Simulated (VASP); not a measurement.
# RPA total energies of MgS (Niningerite), part 6 of 6

Aim: total energies of MgS (Niningerite) from exact exchange and RPA correlation, beside cheaper functionals. The scan starts from a database cell scaled to its smallest volume. The cell is of the rock-salt type. The start is a cell from a database of measured crystal structures.

VASP 6.6.1, plane waves and PAW; the level of theory is named at each step.

So far. Step 31 (Exact exchange, volume ratio 1.06): The Hartree-Fock energy on these orbitals is -7.0008 eV an atom. Step 32 (Empty bands, volume ratio 1.06): WAVECAR now holds 568 bands for 8 electrons.

### 33. RPA correlation, volume ratio 1.06

This step: RPA correlation on PBE orbitals; plane waves and PAW (S_GW, Mg_GW) (VASP 6.6.1).

RPA correlation at this point.

The input, INCAR:

```
SYSTEM = MgS
PREC = Accurate
ENCUT = 350
ISMEAR = 0
SIGMA = 0.05
LREAL = .FALSE.
GGA = PE
NBANDS = 568
ALGO = ACFDT
ENCUTGW = 200
NOMEGA = 12
PRECFOCK = Fast
LWAVE = .FALSE.
LCHARG = .FALSE.
```

The input, POSCAR:

```
MgS
1.0
    0.0000000000      2.6526756995      2.6526756995
    2.6526756995      0.0000000000      2.6526756995
    2.6526756995      2.6526756995      0.0000000000
S Mg
1 1
Direct
    0.5000000000      0.5000000000      0.5000000000
    0.0000000000      0.0000000000      0.0000000000
```

The input, KPOINTS:

```
Automatic mesh
0
Gamma
4 4 4
0 0 0
```

Potentials, in the order of the species: S_GW and Mg_GW (PBE family, release 64).

Run with:

```sh
$ mpirun -np 8 vasp_std
```

Log:

```text
[banner, memory and clock lines left out]
running    8 mpi-ranks, on    1 nodes
[...]
[... a notice as in an earlier step ...]

 LDA part: xc-table for (Slater+PW92), standard interpolation
 found WAVECAR, reading the header
 POSCAR, INCAR and KPOINTS ok, starting setup
[...]
reading WAVECAR
 the WAVECAR file was read successfully
 initial charge from wavefunction
 available memory per node:     72.29 GB, setting MAXMEM to     74023

 The Fermi energy was updated, please check that it is located mid-gap
 values below the HOMO (VB) or above the LUMO (CB) will cause erroneous energies
 E-fermi :   4.5732

 the WAVEDER file was read successfully
 set NWRITE>2 for more details about minimax calculation
 number of imaginary grid points requested:      12
 number of distinct grids requested:  1
 quadrature errors minimized for energies in [ 0.262E+01, 0.354E+03 ]
 bosonic grid (T=0, re) determined with error: 0.7365E-08
 bosonic grid (re): 0.7365E-08
[...]
NQ=   2    0.2500    0.0000    0.0000,
|.........|.........|.........|.........
 performed       3464000 updates of chi_q(r,r)
 total number of BLAS operations       1755.02 Gflops
NQ=   3    0.5000    0.0000    0.0000,
|.........|.........|.........|.........
 performed       5196000 updates of chi_q(r,r)
 total number of BLAS operations       2566.77 Gflops
NQ=   4    0.2500    0.2500    0.0000,
|.........|.........|.........|.........
 performed       6928000 updates of chi_q(r,r)
 total number of BLAS operations       3325.73 Gflops
NQ=   5    0.5000    0.2500    0.0000,
|.........|.........|.........|.........
 performed       8660000 updates of chi_q(r,r)
 total number of BLAS operations       4110.87 Gflops
NQ=   6   -0.2500    0.2500    0.0000,
|.........|.........|.........|.........
 performed      10392000 updates of chi_q(r,r)
 total number of BLAS operations       4896.00 Gflops
NQ=   7    0.5000    0.5000    0.0000,
|.........|.........|.........|.........
 performed      12124000 updates of chi_q(r,r)
 total number of BLAS operations       5629.24 Gflops
NQ=   8   -0.2500    0.5000    0.2500,
|.........|.........|.........|.........
 performed      13856000 updates of chi_q(r,r)
 total number of BLAS operations       6509.46 Gflops
 entering main loop
```

The job ended after 34 s (8 MPI ranks of Intel Xeon Platinum 8259CL at 2.50GHz (Skylake/Cascade Lake), shared host; peak memory 1.4 GiB).

OUTCAR, selected parts (step 33):

```text
      cutoff energy     smooth cutoff   RPA   correlation   Hartree contr. to MP2
---------------------------------------------------------------------------------
            200.000           160.000      -11.3248760852      -17.4500374261
            190.476           152.381      -11.2695547308      -17.3894670649
            181.406           145.125      -11.2094766991      -17.3234352533
            172.768           138.214      -11.1457228673      -17.2531139813
            164.541           131.632      -11.0778439837      -17.1779193230
            156.705           125.364      -11.0042924936      -17.0961021119
            149.243           119.394      -10.9270396412      -17.0098050665
            142.136           113.709      -10.8447457850      -16.9173625226
  linear regression

[... 2 parts as in an earlier step ...]

[... 2 further parts left out ...]
[key lines of the parts left out:]
E-fermi :   4.5732
```

The correlation energy is -6.0209 eV an atom, +8 meV against the point before. With exact exchange the total is -13.0217 eV an atom.

### 34. Comparison: r2SCAN, volume ratio 1.06

This step: r2SCAN; plane waves and PAW (S_GW, Mg_GW) (VASP 6.6.1).

The comparison at this point.

The input, INCAR:

```
SYSTEM = MgS
PREC = Accurate
ENCUT = 350
EDIFF = 1E-06
NELM = 100
ISMEAR = 0
SIGMA = 0.05
LREAL = .FALSE.
ALGO = Normal
METAGGA = R2SCAN
LASPH = .TRUE.
NBANDS = 10
LWAVE = .FALSE.
LCHARG = .FALSE.
KPAR = 8
```

POSCAR is that of step 33.

KPOINTS is that of step 33.

Run with:

```sh
$ mpirun -np 8 vasp_std
```

Log:

```text
[... set-up lines as in an earlier step ...]
 entering main loop
       N       E                     dE             d eps       ncg     rms          rms(c)
DAV:   1     0.108239E+02    0.10824E+02   -0.40825E+03   168   0.587E+02
DAV:   2    -0.159466E+02   -0.26771E+02   -0.25985E+02   206   0.100E+02
DAV:   3    -0.171056E+02   -0.11589E+01   -0.11570E+01   232   0.232E+01
DAV:   4    -0.171209E+02   -0.15363E-01   -0.15360E-01   202   0.255E+00
[...]
DAV:  11    -0.154481E+02   -0.57432E-05   -0.17077E-06   192   0.857E-03    0.142E-03
DAV:  12    -0.154481E+02    0.31040E-05   -0.12768E-07   114   0.220E-03    0.124E-04
DAV:  13    -0.154481E+02    0.33328E-06   -0.10458E-08    94   0.849E-04
   1 F= -.15448109E+02 E0= -.15448109E+02  d E =-.867964E-11
```

Wall time 8.6 s (8 MPI ranks); peak memory 0.99 GiB.

OUTCAR, selected parts (step 34):

```text
  Total       -1.0148362     -1.0148362     -1.0148362      0.0000000      0.0000000     -0.0000000
  in kB      -43.5536004    -43.5536004    -43.5536004      0.0000000      0.0000000     -0.0000000
  external PRESSURE =     -43.5536004 kB  Pullay stress =       0.0000000 kB

 POSITION                                       TOTAL-FORCE (eV/Angst)
 -----------------------------------------------------------------------------------
      2.65268      2.65268      2.65268        -0.000000     -0.000000     -0.000000
      0.00000      0.00000      0.00000         0.000000      0.000000      0.000000
 -----------------------------------------------------------------------------------
    total drift:                               -0.000000     -0.000000      0.000000

  FREE ENERGIE OF THE ION-ELECTRON SYSTEM (eV)
  ---------------------------------------------------
  free  energy   TOTEN  =       -15.4481090367 eV

  energy  without entropy=      -15.4481090366  energy(sigma->0) =      -15.44810904

[... 2 parts as in an earlier step ...]

[... 1 further part left out ...]
[key lines of the parts left out:]
E-fermi :   3.2409
```

Its energy is -7.7241 eV an atom, on a zero of its own.

### 35. Orbitals for comparison: HSE06, volume ratio 1.06

This step: PBE; plane waves and PAW (S_GW, Mg_GW) (VASP 6.6.1).

Starting orbitals, as before.

The input, INCAR:

```
SYSTEM = MgS
PREC = Accurate
ENCUT = 350
EDIFF = 1E-05
NELM = 100
ISMEAR = 0
SIGMA = 0.05
LREAL = .FALSE.
ALGO = Normal
GGA = PE
NBANDS = 10
LORBIT = 11
LWAVE = .TRUE.
LCHARG = .FALSE.
KPAR = 8
```

POSCAR is that of step 34.

KPOINTS is that of step 34.

Run with:

```sh
$ mpirun -np 8 vasp_std
```

Log:

```text
[... set-up lines as in an earlier step ...]
 entering main loop
       N       E                     dE             d eps       ncg     rms          rms(c)
[... 9 cycles as in an earlier step ...]
DAV:  10    -0.844555E+01   -0.40680E-04   -0.99677E-05   182   0.593E-02    0.115E-02
DAV:  11    -0.844554E+01    0.52048E-05   -0.14921E-05   124   0.199E-02
   1 F= -.84455401E+01 E0= -.84455401E+01  d E =-.948690E-13
 writing wavefunctions
```

Run time: 2.2 s. Hardware: 8 MPI ranks; peak memory 0.98 GiB; 12 s of CPU time.

From OUTCAR (step 35):

```text
  Total       -0.6771827     -0.6771827     -0.6771827     -0.0000000     -0.0000000     -0.0000000
  in kB      -29.0625678    -29.0625678    -29.0625678     -0.0000000     -0.0000000     -0.0000000
  external PRESSURE =     -29.0625678 kB  Pullay stress =       0.0000000 kB

 POSITION                                       TOTAL-FORCE (eV/Angst)
 -----------------------------------------------------------------------------------
      2.65268      2.65268      2.65268         0.000000      0.000000     -0.000000
      0.00000      0.00000      0.00000         0.000000     -0.000000      0.000000
 -----------------------------------------------------------------------------------
    total drift:                               -0.000000     -0.000000      0.000000

  FREE ENERGIE OF THE ION-ELECTRON SYSTEM (eV)
  ---------------------------------------------------
  free  energy   TOTEN  =        -8.4455401239 eV

  energy  without entropy=       -8.4455401239  energy(sigma->0) =       -8.44554012

[... 2 parts as in an earlier step ...]

[... 1 further part left out ...]
[key lines of the parts left out:]
E-fermi :   3.5053
```

The run ends at a pressure of -2.91 GPa.

### 36. Comparison: HSE06, volume ratio 1.06

This step: HSE06; plane waves and PAW (S_GW, Mg_GW) (VASP 6.6.1).

The comparison at this point.

The input, INCAR:

```
SYSTEM = MgS
PREC = Accurate
ENCUT = 350
EDIFF = 1E-06
NELM = 100
ISMEAR = 0
SIGMA = 0.05
LREAL = .FALSE.
ALGO = Normal
LHFCALC = .TRUE.
AEXX = 0.25
GGA = PE
HFSCREEN = 0.2
LASPH = .TRUE.
NBANDS = 10
PRECFOCK = Fast
LWAVE = .FALSE.
LCHARG = .FALSE.
KPAR = 8
```

POSCAR is that of step 35.

KPOINTS is that of step 35.

The WAVECAR or CHGCAR of an earlier step is read.

Run with:

```sh
$ mpirun -np 8 vasp_std
```

Log:

```text
[... set-up lines as in an earlier step ...]
 entering main loop
       N       E                     dE             d eps       ncg     rms          rms(c)
DAV:   1    -0.983408E+01   -0.98341E+01   -0.19904E-01   174   0.274E+00    0.169E-01
DAV:   2    -0.983533E+01   -0.12409E-02   -0.39207E-03   182   0.407E-01    0.125E-01
DAV:   3    -0.983504E+01    0.29065E-03   -0.26921E-04   222   0.112E-01    0.794E-02
DAV:   4    -0.983491E+01    0.12282E-03   -0.45648E-05   238   0.466E-02    0.485E-02
DAV:   5    -0.983487E+01    0.45893E-04   -0.14912E-05   236   0.259E-02    0.289E-02
DAV:   6    -0.983485E+01    0.17173E-04   -0.57511E-06   234   0.162E-02    0.171E-02
DAV:   7    -0.983484E+01    0.63568E-05   -0.21039E-06   210   0.983E-03    0.101E-02
DAV:   8    -0.983484E+01    0.24198E-05   -0.71500E-07   104   0.602E-03    0.607E-03
DAV:   9    -0.983484E+01    0.97800E-06   -0.46357E-07    98   0.506E-03
   1 F= -.98348395E+01 E0= -.98348395E+01  d E =-.648994E-13
```

Run time: 12 s. Hardware: 8 MPI ranks; peak memory 1.7 GiB.

Parts of OUTCAR (step 36):

```text
 POSITION                                       TOTAL-FORCE (eV/Angst)
 -----------------------------------------------------------------------------------
      2.65268      2.65268      2.65268        -0.000000     -0.000000     -0.000000
      0.00000      0.00000      0.00000         0.000000      0.000000      0.000000
 -----------------------------------------------------------------------------------
    total drift:                                0.000000      0.000000      0.000000

  FREE ENERGIE OF THE ION-ELECTRON SYSTEM (eV)
  ---------------------------------------------------
  free  energy   TOTEN  =        -9.8348395057 eV

  energy  without entropy=       -9.8348395057  energy(sigma->0) =       -9.83483951

[... 2 parts as in an earlier step ...]

[... 1 further part left out ...]
[key lines of the parts left out:]
E-fermi :   2.8227
```

Its energy is -4.9174 eV an atom, on a zero of its own.

### 37. Summary

This step: exact exchange and RPA correlation on PBE orbitals, beside r2SCAN, beside HSE06; plane waves and PAW (VASP 6.6.1).

Derived from the runs above.

This step gave:

```
equilibrium volume, EXX+RPA : 17.62 Å³/atom
bulk modulus                : 82.65 GPa
```

Table of energy above the lowest point by volume; values in meV/atom:

```csv
volume (Å³/atom),PBE,EXX,EXX+RPA,r2SCAN,HSE06
16.553,26.2,45.1,19.4,16.6,14.7
17.081,8.68,19.8,4.37,3.60,2.83
17.610,0.409,5.26,0,0,0
18.138,0,0,3.41,4.27,5.00
18.666,6.39,2.73,13.7,15.4,16.7
```

Cost is wall time times ranks on a shared host; the RPA row holds all its steps. Fits of the equation of state:

```csv
level,V0 (Å³/atom),B0 (GPa),fit error (meV/atom),minimum inside the series,cost a point (core minutes)
PBE,17.9,74.43,0.006632,yes,0.31
EXX,18.21,82.26,0.01007,yes,0.95
EXX+RPA,17.62,82.65,0.08585,yes,5.98
r2SCAN,17.57,80.91,0.01554,yes,0.95
HSE06,17.52,80.23,0.004618,yes,1.49
```

### 38. Outcome

```
PBE     : V0 17.90 Å³/atom, B0 74.4 GPa
EXX     : V0 18.21 Å³/atom, B0 82.3 GPa
EXX+RPA : V0 17.62 Å³/atom, B0 82.6 GPa
r2SCAN  : V0 17.57 Å³/atom, B0 80.9 GPa
HSE06   : V0 17.52 Å³/atom, B0 80.2 GPa
```

Exact exchange with RPA correlation puts the minimum at 17.62 Å³ an atom, with a bulk modulus of 82.6 GPa. PBE puts the volume 1.6 % above EXX+RPA, at roughly 1/19 of its cost. r2SCAN puts the volume 0.26 % below EXX+RPA, at roughly 1/6 of its cost. HSE06 puts the volume 0.54 % below EXX+RPA, at roughly 1/4 of its cost. Correlation shrinks the exact-exchange volume by 3.2 %. Neither mesh nor response cutoff was varied, so differences in volume under about 1 % aren't resolved. Exact exchange and correlation are taken on one coarse mesh and aren't self-consistent; the correlation energy is extrapolated in the response cutoff by the program, which at the first volume adds -369 meV an atom to the value at the highest cutoff and varies with the volume; a small fit error says nothing about that part. NBANDS follows the largest plane-wave count of any k point, which rises in steps with the volume. The cheaper functionals share the mesh. Not tabulated here, as repeats of values shown or as unfit to read for their mesh, reference level or band range: eps2 curves (empty bands); eps1 curves and static values (empty bands); gaps (empty bands).

[Long decimals in the printed logs are rounded to 6 places.]

[Lines on the potential files, build, host, timing and source positions are cut from VASP's logs without a mark.]

[Logs are printed without paths, hosts, clocks, repeated set-up lines and the standing remarks that a program may print on its own settings, such as how far it seeks lower states.]

[Hosts, paths, dates, database ids (printed as entryN), source tags and the programs' standing remarks are cut or masked in the printed files.]

[Measured values are set beside computed ones only where the two were judged alike; some that the calculation misses by far are left out.]

[Pressures printed for these runs are not shown converged in the cutoff: they can be off by several GPa and have the wrong sign.]
